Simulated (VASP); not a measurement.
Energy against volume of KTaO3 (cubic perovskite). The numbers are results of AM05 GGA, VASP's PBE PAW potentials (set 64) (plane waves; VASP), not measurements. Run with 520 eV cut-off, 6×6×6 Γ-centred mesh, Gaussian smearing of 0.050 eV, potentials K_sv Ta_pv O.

```csv
V (Å³/atom),E (eV/atom)
11.973,-8.33710
12.355,-8.36207
12.737,-8.37013
13.119,-8.36386
```

Fit these four points and predict the energy of the run at 13.501 Å³/atom.

A cubic in V^(−2/3), the third-order Birch-Murnaghan form, passes through the four points with V0 = 12.75 Å³/atom and B0 = 199 GPa, and gives -8.3454 eV/atom there. The run gave -8.3454 eV/atom, +0.0 meV/atom from the fit; all five points give B0 = 199 GPa.

The compound is KTaO3 in the cubic perovskite structure. It was relaxed first.
